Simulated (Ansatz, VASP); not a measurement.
One calculation of BaScO2F, two programs

```
Ba Sc O F
1.0
     4.20695    0.00000    0.00000
     0.00000    4.20695    0.00000
     0.00000    0.00000    4.04296
Ba Sc O F
1 1 2 1
Direct
  0.50000 0.50000 0.50000
  0.00000 0.00000 0.00000
  0.50000 0.00000 0.00000
  0.00000 0.50000 0.00000
  0.00000 0.00000 0.50000
```

Change from the starting cell: strain -0.0400 x Voigt [0, 0, 1, 0, 0, 0], atoms carried along.

Alike in both runs: task single point; functional LDA; k mesh 6 × 6 × 6; occupations gaussian, width 0.05 eV; no spin polarisation.

```csv
,VASP,Ansatz
version,VASP 6.6.1,Ansatz 0.2.0
potentials or method,"VASP PAW LDA potentials, release 64 (Ba_sv, Sc_sv, O, F)","scalar-relativistic, plane waves, PAW"
plane-wave cutoff (eV),520,420
valence electrons in the cell,40,40
```

|  | VASP | Ansatz | Ansatz less VASP |
| --- | --- | --- | --- |
| gap on the k mesh at the Fermi level (eV) | 3.05 | 3.13 | +0.079 |
| least direct gap on the mesh (eV) | 3.36 | 3.43 | +0.064 |
| pressure (GPa) | -4.0 | -5.6 | -1.64 |
| largest component of the traceless stress (GPa) | 5.12 | 4.87 | -0.250 |

Caveats: spin-orbit coupling is left out, which moves the levels of the heavy elements. A k mesh can miss the band edges.
